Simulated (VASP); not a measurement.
## Band edges against the vacuum: AlN(110)

Aim: ionisation energy and electron affinity of AlN(110), from a slab and a bulk run lined up through core potentials. The cell is generated by rule, not measured, and may not be a known phase.

Main program and level: VASP 6.6.1; PBE; plane waves and PAW (Al, N), in the first sound run; inputs show where later runs differ.

Most raw output is cut from this account.

The structure was built from a prototype and need not be the compound's stable phase.

**1. Starting point**

Symmetry: F-43m, No. 216, cubic system. Conventional cell: a = 4.380 Å, b = 4.380 Å, c = 4.380 Å, α = 90.00°, β = 90.00°, γ = 90.00°. Nearest to Al lie 4 N at 1.90 Å. Nearest to N lie 4 Al at 1.90 Å. Farther neighbours and most contacts between anions are not listed.

Coordinates:

```cif
data_structure
_symmetry_space_group_name_H-M 'F-43m'
_symmetry_Int_Tables_number 216
_cell_length_a 4.3800
_cell_length_b 4.3800
_cell_length_c 4.3800
_cell_angle_alpha 90.000
_cell_angle_beta 90.000
_cell_angle_gamma 90.000
_cell_volume 84.03
loop_
_atom_site_label
_atom_site_type_symbol
_atom_site_symmetry_multiplicity
_atom_site_Wyckoff_symbol
_atom_site_fract_x
_atom_site_fract_y
_atom_site_fract_z
_atom_site_occupancy
Al1 Al 4 a 0.00000 0.00000 0.00000 1
N1 N 4 d 0.25000 0.25000 0.75000 1
```

**2. Relaxing the bulk crystal**

First cell and atoms are relaxed at a raised cutoff, so that later runs start from this functional's own cell.

The input, INCAR:

```
SYSTEM = AlN
PREC = Accurate
ENCUT = 520
EDIFF = 1E-06
NELM = 120
ISMEAR = 0
SIGMA = 0.03
LREAL = .FALSE.
ALGO = Normal
GGA = PE
NBANDS = 10
LORBIT = 11
LWAVE = .FALSE.
LCHARG = .FALSE.
KPAR = 4
IBRION = 2
NSW = 40
ISIF = 3
EDIFFG = -0.02
POTIM = 0.4
```

The input, POSCAR:

```
AlN
1.0
    0.0000000000      2.1900000000      2.1900000000
    2.1900000000      0.0000000000      2.1900000000
    2.1900000000      2.1900000000      0.0000000000
Al N
1 1
Direct
    0.0000000000      0.0000000000      0.0000000000
    0.2500000000      0.2500000000      0.2500000000
```

The input, KPOINTS:

```
Automatic mesh
0
Gamma
7 7 7
0 0 0
```

The projector-augmented-wave data sets are Al and N (PBE family, release 64).

Launch:

```console
> mpirun -np 4 vasp_std
```

Wall time 7 s (4 MPI ranks of AMD EPYC 7R43, shared host); peak memory 0.41 GiB.

The run keeps the 24 symmetry operations of its start, so it cannot find a distortion of lower symmetry.

Relaxation path:

```tsv
step	energy less that of the first step (eV)	largest force (eV/Å)	pressure (GPa)	volume (Å³)
1	0.0000	0.0000	2.87	21.01
2	-0.0020	0.0000	-1.42	21.47
3	-0.0027	0.0000	0.01	21.31
```

```tsv
conventional cell, symmetrised	before	after	change
a (Å)	4.380	4.401	+0.5 %
b (Å)	4.380	4.401	+0.5 %
c (Å)	4.380	4.401	+0.5 %
volume (Å³/atom)	10.50	10.66	+1.4 %
```

The relaxed structure:

```xyz
2
Lattice="0.0000 2.2005 2.2005 2.2005 0.0000 2.2005 2.2005 2.2005 0.0000" Properties=species:S:1:pos:R:3 pbc="T T T"
Al    0.0000    0.0000    0.0000
N     1.1003    1.1003    1.1003
```

This step gave:

| Quantity | Value |
| --- | --- |
| electronic cycles | 23 |
| electrons | 8 |
| free energy (TOTEN) | -14.85 eV |
| Fermi energy | 5.992 eV |

The run ended after 3 ionic steps, 0.003 eV below its first step, once forces and stress met EDIFFG = -0.02.

**3. Band edges of the bulk**

A static bulk run at the slab's cutoff gives the band edges and the core potentials that tie them to the slab.

The input, INCAR:

```
SYSTEM = AlN
PREC = Normal
ENCUT = 440
EDIFF = 1E-06
NELM = 120
ISMEAR = 0
SIGMA = 0.03
LREAL = .FALSE.
ALGO = Normal
GGA = PE
NBANDS = 10
LORBIT = 11
LWAVE = .FALSE.
LCHARG = .FALSE.
KPAR = 4
```

The input, POSCAR:

```
AlN
1.0
    0.0000000000      2.2005230038      2.2005230038
    2.2005230038      0.0000000000      2.2005230038
    2.2005230038      2.2005230038      0.0000000000
Al N
1 1
Direct
    0.0000000000      0.0000000000      0.0000000000
    0.2500000000      0.2500000000      0.2500000000
```

The input, KPOINTS:

```
Automatic mesh
0
Gamma
17 17 17
0 0 0
```

Launch:

```console
> mpirun -np 4 vasp_std
```

It took 7.6 s on 4 MPI ranks; peak memory 0.37 GiB; 27 s of CPU time.

The gap is read on the k-mesh alone, so it is an upper bound where the band edges lie off the mesh.

This step gave:

```
electronic cycles              : 12
Fermi energy                   : 5.909 eV
metallic                       : no
gap on the k-mesh              : 3.357 eV
least direct gap on the k-mesh : 3.996 eV
```

**4. Surface relaxation**

This step: PBE; plane waves and PAW (Al, N) (VASP 6.6.1).

System of this step: AlN(110). The cell holds 18 atoms: 9 Al and 9 N. Cell: a = 3.112 Å, b = 4.401 Å, c = 28.448 Å, α = 90.0°, β = 90.0°, γ = 90.0°. It derives from AlN. 9 layers, cut at this functional's lattice. Vacuum lies along c.

All atoms relax at the fixed cell.

The input, INCAR:

```
SYSTEM = AlN
PREC = Normal
ENCUT = 440
EDIFF = 1E-05
NELM = 120
ISMEAR = 0
SIGMA = 0.03
LREAL = Auto
ALGO = Fast
GGA = PE
NBANDS = 54
LORBIT = 11
LWAVE = .FALSE.
LCHARG = .FALSE.
KPAR = 4
IBRION = 2
NSW = 60
ISIF = 2
EDIFFG = -0.03
POTIM = 0.4
MAXMIX = 40
IDIPOL = 3
LDIPOL = .TRUE.
DIPOL = 0.5 0.5 0.5
```

The input, POSCAR:

```
AlN
1.0
    3.1120094763      0.0000000000      0.0000000000
    0.0000000000      4.4010460076      0.0000000000
    0.0000000000      0.0000000000     28.4480379052
Al N
9 9
Direct
    0.0000000000      0.0000000000      0.2812144700
    0.5000000000      0.5000000000      0.3359108600
    0.0000000000      0.0000000000      0.3906072400
    0.5000000000      0.5000000000      0.4453036200
    0.0000000000      0.0000000000      0.5000000000
    0.5000000000      0.5000000000      0.5546963800
    0.0000000000      0.0000000000      0.6093927600
    0.5000000000      0.5000000000      0.6640891400
    0.0000000000      0.0000000000      0.7187855300
    0.0000000000      0.7500000000      0.3359108600
    0.5000000000      0.2500000000      0.2812144700
    0.0000000000      0.7500000000      0.4453036200
    0.5000000000      0.2500000000      0.3906072400
    0.0000000000      0.7500000000      0.5546963800
    0.5000000000      0.2500000000      0.5000000000
    0.0000000000      0.7500000000      0.6640891400
    0.5000000000      0.2500000000      0.6093927600
    0.5000000000      0.2500000000      0.7187855300
```

The input, KPOINTS:

```
Automatic mesh
0
Gamma
8 6 1
0 0 0
```

Launch:

```console
> mpirun -np 4 vasp_std
```

It took 8.2 min on 4 MPI ranks; peak memory 1.4 GiB; 33 min of CPU time.

The run keeps the 4 symmetry operations of its start, so it cannot find a distortion of lower symmetry.

The steps of the relaxation:

```tsv
step	energy less that of the first step (eV)	largest force (eV/Å)
1	0.0000	3.0645
2	-0.7485	1.2912
3	-0.8214	0.9063
4	-0.9260	0.3527
5	-0.9387	0.3979
6	-0.9545	0.2299
7	-0.9547	0.2063
8	-0.9601	0.1073
9	-0.9601	0.1162
10	-0.9627	0.0609
11	-0.9633	0.0951
12	-0.9651	0.0623
13	-0.9661	0.1244
14	-0.9676	0.0575
15	-0.9677	0.0642
16	-0.9678	0.0671
17	-0.9683	0.0260
```

The atoms that moved most (Å):

```tsv
atom	dx	dy	dz	length
Al1	0.000	0.179	0.191	0.262
Al9	0.000	0.179	-0.191	0.262
Al2	0.000	-0.012	-0.057	0.059
Al8	0.000	-0.012	0.057	0.059
N11	0.000	-0.050	0.002	0.050
N18	0.000	-0.050	-0.002	0.050
N16	0.000	-0.030	0.021	0.036
N10	0.000	-0.030	-0.021	0.036
```

Final coordinates:

```cif
data_structure
_symmetry_space_group_name_H-M 'P 1'
_symmetry_Int_Tables_number 1
_cell_length_a 3.1120
_cell_length_b 4.4010
_cell_length_c 28.4480
_cell_angle_alpha 90.000
_cell_angle_beta 90.000
_cell_angle_gamma 90.000
_cell_volume 389.63
loop_
_atom_site_label
_atom_site_type_symbol
_atom_site_fract_x
_atom_site_fract_y
_atom_site_fract_z
_atom_site_occupancy
Al1 Al 0.00000 0.04072 0.28793 1
Al2 Al 0.50000 0.49719 0.33389 1
Al3 Al 0.00000 0.99653 0.39072 1
Al4 Al 0.50000 0.49515 0.44505 1
Al5 Al 0.00000 0.99543 0.50000 1
Al6 Al 0.50000 0.49515 0.55495 1
Al7 Al 0.00000 0.99653 0.60928 1
Al8 Al 0.50000 0.49719 0.66611 1
Al9 Al 0.00000 0.04072 0.71207 1
N10 N 0.00000 0.74326 0.33516 1
N11 N 0.50000 0.23859 0.28129 1
N12 N 0.00000 0.74555 0.44515 1
N13 N 0.50000 0.24739 0.39017 1
N14 N 0.00000 0.74555 0.55485 1
N15 N 0.50000 0.24580 0.50000 1
N16 N 0.00000 0.74326 0.66484 1
N17 N 0.50000 0.24739 0.60983 1
N18 N 0.50000 0.23859 0.71871 1
```

Numbers from this step:

```yaml
electronic_cycles: 122
electrons: 72
free_energy_toten: -129.8348 eV
fermi_energy: 0.4122 eV
dipole_moment: 0, 0, 0 e·Å
gap_on_the_k_mesh: 2.650 eV
least_direct_gap_on_the_k_mesh: 2.786 eV
```

The run ended after 17 ionic steps, 0.968 eV below its first step, once the forces on the free atoms met EDIFFG = -0.03.

**5. Potential and states of the slab**

A static run writes the electrostatic potential without exchange and correlation (LVHAR), which is flat in the vacuum and gives the level to count from. The dipole correction cancels the field that unlike faces would set up across the vacuum.

The input, INCAR:

```
SYSTEM = AlN
PREC = Normal
ENCUT = 440
EDIFF = 1E-06
NELM = 120
ISMEAR = 0
SIGMA = 0.03
LREAL = Auto
ALGO = Fast
GGA = PE
NBANDS = 54
LORBIT = 11
LWAVE = .FALSE.
LCHARG = .TRUE.
KPAR = 4
IDIPOL = 3
LDIPOL = .TRUE.
DIPOL = 0.5 0.5 0.5
LVHAR = .TRUE.
LVACPOTAV = .TRUE.
NEDOS = 1500
```

The input, POSCAR:

```
AlN
1.0
    3.1120094763      0.0000000000      0.0000000000
    0.0000000000      4.4010460076      0.0000000000
    0.0000000000      0.0000000000     28.4480379052
Al N
9 9
Direct
    0.0000000000      0.0407246486      0.2879270479
    0.5000000000      0.4971922308      0.3338897633
    0.0000000000      0.9965267609      0.3907185123
    0.5000000000      0.4951469092      0.4450523756
    0.0000000000      0.9954286199      0.5000000000
    0.5000000000      0.4951469092      0.5549476244
    0.0000000000      0.9965267609      0.6092814877
    0.5000000000      0.4971922308      0.6661102367
    0.0000000000      0.0407246486      0.7120729521
    0.0000000000      0.7432602739      0.3351631835
    0.5000000000      0.2385937997      0.2812862689
    0.0000000000      0.7455510503      0.4451545543
    0.5000000000      0.2473898430      0.3901744665
    0.0000000000      0.7455510503      0.5548454457
    0.5000000000      0.2458003475      0.5000000000
    0.0000000000      0.7432602739      0.6648368165
    0.5000000000      0.2473898430      0.6098255335
    0.5000000000      0.2385937997      0.7187137311
```

KPOINTS is that of step 4.

The input, KPOINTS_OPT:

```
Line mode
14
Line-mode
Reciprocal
  0.00000000   0.00000000   0.00000000 GAMMA
  0.50000000   0.00000000   0.00000000 X

  0.50000000   0.00000000   0.00000000 X
  0.50000000   0.50000000   0.00000000 S

  0.50000000   0.50000000   0.00000000 S
  0.00000000   0.50000000   0.00000000 Y

  0.00000000   0.50000000   0.00000000 Y
  0.00000000   0.00000000   0.00000000 GAMMA

  0.00000000   0.00000000   0.00000000 GAMMA
  0.50000000   0.50000000   0.00000000 S
```

Launch:

```console
> mpirun -np 4 vasp_std
```

Elapsed: 4.3 min, on 4 MPI ranks; peak memory 1.9 GiB.

This step gave:

| Quantity | Value |
| --- | --- |
| electronic cycles | 25 |
| Fermi energy | 0.3836 eV |
| least gap on mesh and path | 2.650 eV |
| least direct gap on mesh and path | 2.786 eV |
| vacuum levels | 5.862, 5.862 eV |
| ionisation potentials of the upper and lower face | 5.604, 5.604 eV |
| electron affinities of the upper and lower face | 2.954, 2.954 eV |

The electronic bands at the labelled points (eV, zero at the valence-band top; v1 is the highest filled band, c1 the lowest empty one):

```tsv
point	v4	v3	v2	v1	c1	c2	c3	c4
Γ	-0.60	-0.57	-0.35	-0.30	2.65	2.86	3.06	3.82
0.54 of the way	-1.36	-1.00	-0.31	-0.24	3.77	3.80	4.37	4.56
X	-1.40	-1.35	-0.11	-0.06	2.72	3.13	3.15	4.10
0.46 of the way	-1.37	-1.27	-0.08	-0.03	3.55	3.71	4.12	4.48
S	-1.15	-1.10	-0.07	0.00	4.17	4.20	5.47	5.68
0.46 of the way	-1.09	-1.06	-0.13	-0.11	4.23	4.25	6.18	6.30
Y	-1.06	-1.00	-0.36	-0.35	3.81	3.82	5.28	5.61
0.54 of the way	-0.81	-0.80	-0.37	-0.34	3.31	3.37	3.76	4.42
Γ	-0.60	-0.57	-0.35	-0.30	2.65	2.86	3.06	3.82
0.46 of the way	-1.00	-0.87	-0.24	-0.19	3.83	3.86	5.08	5.19
S	-1.15	-1.10	-0.07	0.00	4.17	4.20	5.47	5.68
```

Of the projections kept (Al, N), the largest for each band there; the rest of the weight can lie on other orbitals:

```tsv
point	v4	v3	v2	v1	c1	c2	c3	c4
Γ	N 0.95	N 0.97	N 0.98	N 0.98	N 0.69	N 0.74	Al 0.55	N 0.54
X	N 0.88	N 0.86	N 0.93	N 0.94	Al 0.70	Al 0.63	Al 0.70	Al 0.50
S	N 0.88	N 0.89	N 0.94	N 0.95	Al 0.71	Al 0.68	N 0.84	N 0.88
Y	N 0.86	N 0.88	N 0.96	N 0.96	N 0.59	N 0.60	N 0.69	N 0.69
Γ	N 0.95	N 0.97	N 0.98	N 0.98	N 0.69	N 0.74	Al 0.55	N 0.54
S	N 0.88	N 0.89	N 0.94	N 0.95	Al 0.71	Al 0.68	N 0.84	N 0.88
```

The planar average of the electrostatic potential oscillates, so the rows of the table below give means over windows of 1.52 Å about each position, cut where the curve ends. Its maxima inside the range that stand out by 2 % of the span (Å: eV): 8.8: -3.72, 10.3: -1.12, 11.9: -1.61, 13.5: -1.48, 15.0: -1.48, 16.6: -1.61, 18.1: -1.12, 19.6: -3.72. Its minima: 8.2: -10.5, 9.5: -11.4, 11.1: -11.1, 12.7: -11.1, 14.2: -11.1, 15.7: -11.1, 17.4: -11.1, 19.0: -11.4, 20.3: -10.5.

Zero at the Fermi level. Planar average of the electrostatic potential against height; means over each step:

height (Å), planar average of the electrostatic potential (eV) and a bar from the least value:
```
     0.76        5.5 ##############################
     2.28        5.5 ##############################
     3.80        5.5 ##############################
     5.32        5.5 ##############################
     6.84        3.7 ##########################
     8.36       -6.9 #
     9.88       -6.4 ##
    11.40       -6.5 ##
    12.92       -6.5 ##
    14.44       -6.5 ##
    15.96       -6.6 #
    17.48       -6.4 ##
    19.00       -7.1 
    20.52       -5.2 #####
    22.04        5.0 #############################
    23.56        5.5 ##############################
    25.08        5.5 ##############################
    26.60        5.5 ##############################
    28.12        5.5 ##############################
```

Density of states in the PAW spheres, an atom over height of the layer and energy from the Fermi level.

Ten even steps from '0' (0.00 states/eV) to '9' (1.50 states/eV), each cell a mean:
```
00000000000
20000000002
90100000109
00000000000
40233333204
61333333316
41333233314
30233333203
20121212102
20111111102
10111111101
10100000101
10100000101
11211111211
10222222201
00111111100
00000000000
00000000000
00000000000
00000000000
00000000000
00000000000
```
Columns: height of the layer (Å) from 8 to 20.4 (not evenly spaced); rows upwards: energy from the Fermi level (eV) from -7.9 to 0.5.

Electrostatic potential energy in the cb plane at fractional x = 0.000, with atoms of Al and N within 0.2 Å of it. With pseudopotentials it is smooth inside the atoms' cores, unlike the true potential.

Ten even steps from '0' (-62 eV) to '9' (6 eV), each cell a mean:
```
99999999999999999998741158887300388886100588
99999999999999999999876786458744785468645774
99999999999999999999998983327888862338888843
99999999999999999999999984238999973249999952
99999999999999999999999998679999997689999986
99999999999999999999999999999999999999999999
99999999999999999999999999999999999999999999
99999999999999999999999999999999999999999999
99999999999999999999988889999999999999999999
99999999999999999999874478998877889998777899
99999999999999999999730047998511589987313689
99999999999999999998710037997200279986000489
```
Columns run along c (16.0 Å, from fractional 0.00 to 0.57 of the cell; values clipped at the 3rd and 97th percentile), rows up along b (4.4 Å). Atoms in or near the plane, at fractional coordinates: Al at (0.29, 0.04), Al at (0.39, 0.00), Al at (0.50, 0.00), N at (0.34, 0.74), N at (0.45, 0.75), N at (0.55, 0.75).

Valence density in the cb plane at fractional x = 0.000, with atoms of Al and N within 0.2 Å of it. It is the smooth field of the valence electrons, not physical close to the nuclei.

Ten steps, logarithmic in the rise over the least value, from '0' (0.0 e/Å³) to '9' (3.6 e/Å³), each cell a mean:
```
00000000000000000001222356665422456665313566
00000000000000000001123468987533578986434679
00000000000000000000113579997544589997434689
00000000000000000000012468997533579986434689
00000000000000000000011357875322367875323468
00000000000000000000011235554212245543212345
00000000000000000000111223332222223332222233
00000000000000000001122222222222222222222222
00000000000000000001233332222333322222333222
00000000000000000011233333222333322223333322
00000000000000000012221223333322332233222332
00000000000000000011220134444311344443202344
```
Columns run along c (16.0 Å, from fractional 0.00 to 0.57 of the cell), rows up along b (4.4 Å). Atoms in or near the plane, at fractional coordinates: Al at (0.29, 0.04), Al at (0.39, 0.00), Al at (0.50, 0.00), N at (0.34, 0.74), N at (0.45, 0.75), N at (0.55, 0.75).

The map of layer states is cut here 0.5 eV above the Fermi level, so it leaves out the states above that.

The vacuum level lies 5.60 eV above the highest filled level at the upper face; both faces agree, as the slab has next to no dipole.

The program found no field-free point at its default tolerance, but its printed level agrees with the flat part of the planar average.

**6. Lining up bulk and slab**

This step: band edges against the vacuum, PBE; plane waves and PAW (VASP 6.6.1).

This step runs nothing: it gathers the runs above.

This step gave:

* ionisation energy: 6.200 eV
* offset spread: 0.02500 eV
* bulk gap: 3.357 eV
* slab gap: 2.650 eV
* electron affinity: 2.843 eV
* buckling: 0.1889 Å
* tilt: 12.24 degree
* surface energy, relaxed: 2.240 J/m²

The averaged core potentials of the four middle atoms lie -6.097 eV from those of the bulk run. The bulk valence top (5.759 eV), moved by that offset, is taken from the upper vacuum level (5.862 eV).

**7. Results**

```json
{
 "ionisation energy": "6.20 eV",
 "electron affinity": "2.84 eV",
 "buckling": "0.189 Å",
 "surface energy, relaxed": "2.24 J/m²"
}
```

In words: The bulk valence-band top lies 6.20 eV below the vacuum of AlN(110), and the conduction-band bottom 2.84 eV. The top layer buckles by 0.19 Å, a tilt of 12°, with N outermost. The surface costs 2.24 J/m². The slab's least gap is 2.65 eV, against 3.36 eV in the bulk. Confinement widens it, surface states can narrow it, and the two gaps need not lie at the same wave vector; the faces' own affinities count to the slab's lowest empty state. The offsets of the four middle atoms spread by 0.02 eV; a shift common to all four would not show in it. The bulk edges are read on a mesh, so a band minimum between its points makes the gap too large and the affinity too small. One thickness was run. Semilocal band edges put the valence top too high and the gap too small.

[Lines on the potential files, build, host, timing and source positions are cut from VASP's logs without a mark.]

[Logs are printed without paths, hosts, clocks, repeated set-up lines and the standing remarks that a program may print on its own settings, such as how far it seeks lower states.]

[Hosts, paths, dates, database ids (printed as entryN), source tags and the programs' standing remarks are cut or masked in the printed files.]

[Runs that stopped without an error message from VASP are left out.]
